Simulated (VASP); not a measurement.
Output of a VASP run:

**OSZICAR**
```
       N       E                     dE             d eps       ncg     rms          rms(c)
DAV:   1     0.230485647467E+03    0.23049E+03   -0.14249E+04  5376   0.184E+03
DAV:   2    -0.141052440986E+02   -0.24459E+03   -0.24293E+03  5744   0.502E+02
DAV:   3    -0.221297865692E+02   -0.80245E+01   -0.79825E+01  6984   0.103E+02
DAV:   4    -0.222420037901E+02   -0.11222E+00   -0.11212E+00  6480   0.123E+01
DAV:   5    -0.222447690811E+02   -0.27653E-02   -0.27652E-02  7296   0.150E+00    0.187E+01
DAV:   6    -0.190673625002E+02    0.31774E+01   -0.18511E+01  5696   0.523E+01    0.374E+00
DAV:   7    -0.190569838771E+02    0.10379E-01   -0.21305E-01  5816   0.658E+00    0.230E+00
DAV:   8    -0.190497728455E+02    0.72110E-02   -0.21257E-02  7472   0.153E+00    0.119E+00
DAV:   9    -0.190450640882E+02    0.47088E-02   -0.44042E-02  6632   0.173E+00    0.394E-01
DAV:  10    -0.190461837441E+02   -0.11197E-02   -0.34643E-03  7952   0.530E-01    0.302E-01
DAV:  11    -0.190491829731E+02   -0.29992E-02   -0.66983E-02  6976   0.168E+00    0.210E-01
DAV:  12    -0.190499538740E+02   -0.77090E-03   -0.12145E-02  6656   0.794E-01    0.108E-01
DAV:  13    -0.190501080703E+02   -0.15420E-03   -0.10056E-03  6760   0.231E-01    0.745E-02
DAV:  14    -0.190502502577E+02   -0.14219E-03   -0.35317E-03  6880   0.359E-01    0.269E-02
DAV:  15    -0.190502628521E+02   -0.12594E-04   -0.10486E-03  6832   0.204E-01    0.564E-03
DAV:  16    -0.190502645515E+02   -0.16994E-05   -0.16152E-05  5848   0.563E-02    0.597E-03
DAV:  17    -0.190502641666E+02    0.38487E-06   -0.21492E-07  2800   0.602E-03
   1 F= -.19956307E+02 E0= -.19956401E+02  d E =-.199563E+02  mag=    -0.0000
```

**OUTCAR**
```
------------------------ aborting loop because EDIFF is reached ----------------------------------------
  Edisp (eV):   -0.90604
  FORCE on cell =-STRESS in cart. coord.  units (eV):
  Direction    XX          YY          ZZ          XY          YZ          ZX
  --------------------------------------------------------------------------------------
  Total      -0.01696    -0.01696    -0.01696    -0.00000     0.00000    -0.00000
  in kB      -1.18839    -1.18839    -1.18839    -0.00000     0.00000    -0.00000
  external pressure =       -1.19 kB  Pullay stress =        0.00 kB
  volume of cell :       22.86
      direct lattice vectors                 reciprocal lattice vectors
     2.838204041  0.000000000  0.000000000     0.352335486  0.000000000  0.000000000
     0.000000000  2.838204041  0.000000000     0.000000000  0.352335486  0.000000000
     0.000000000  0.000000000  2.838204041     0.000000000  0.000000000  0.352335486
 POSITION                                       TOTAL-FORCE (eV/Angst)
 -----------------------------------------------------------------------------------
      0.00000      0.00000      0.00000        -0.000000     -0.000000     -0.000000
      1.41910      1.41910      1.41910         0.000000      0.000000      0.000000
 -----------------------------------------------------------------------------------
    total drift:                                0.000000      0.000000     -0.000000
  FREE ENERGIE OF THE ION-ELECTRON SYSTEM (eV)
  ---------------------------------------------------
  free  energy   TOTEN  =       -19.9563066868 eV

  energy  without entropy=      -19.9565909506  energy(sigma->0) =      -19.95640144

 total charge

# of ion       s       p       d       tot
------------------------------------------
    1        0.444   6.411   4.229  11.084
    2        0.444   6.411   4.229  11.084
--------------------------------------------------
tot          0.889  12.821   8.457  22.167

 magnetization (x)

# of ion       s       p       d       tot
------------------------------------------
    1        0.011   0.006   0.905   0.922
    2       -0.011  -0.006  -0.905  -0.922
--------------------------------------------------
tot          0.000   0.000   0.000   0.000

 reached required accuracy - stopping structural energy minimisation
```
(Selected blocks of OUTCAR.)

### POSCAR
```
Cr
1
    2.8382040413     0.0000000000     0.0000000000
   -0.0000000000     2.8382040413    -0.0000000000
    0.0000000000    -0.0000000000     2.8382040413
Cr
2
Direct
  0.0000000000   0.0000000000   0.0000000000
  0.5000000000   0.5000000000   0.5000000000
```

**Question.** Write an INCAR and KPOINTS that could have produced this output.

**Answer.** This is not unique; one that fits is the input of the run itself, PBE GGA with D4 dispersion, plane waves, VASP's PBE PAW potentials (set 64).

### INCAR
```
IVDW = 13
LASPH = .True.   # aspherical one-centre terms
LWAVE = .False.
SIGMA = 0.1   # width (eV)
EDIFFG = -0.01   # ionic stop
SYSTEM = Cr
GGA = PE   # PBE
NSW = 60   # most ionic steps
NELM = 100
ENCUT = 520   # plane-wave cut-off (eV)
LCHARG = .False.
LREAL = .False.   # projection in real space or not
ALGO = Normal   # blocked Davidson
PREC = Accurate
IBRION = 2   # conjugate gradients
ISPIN = 2   # spin-polarised
LORBIT = 10
ISIF = 3   # ions, shape and volume
LMAXMIX = 4   # l cut-off of mixed one-centre charges
MAGMOM = 0.9 -0.9
EDIFF = 1E-6   # SCF stop (eV)
ISMEAR = 1   # Methfessel-Paxton
```

KPOINTS:
```
kpoints
0
Gamma
  12 12 12
```

POTCAR, in this order: Cr_pv (PBE.64 set). Program: vasp_std.

The compound is Cr in the bcc, AFM order structure. It was relaxed first. The start is the result of an earlier pass.
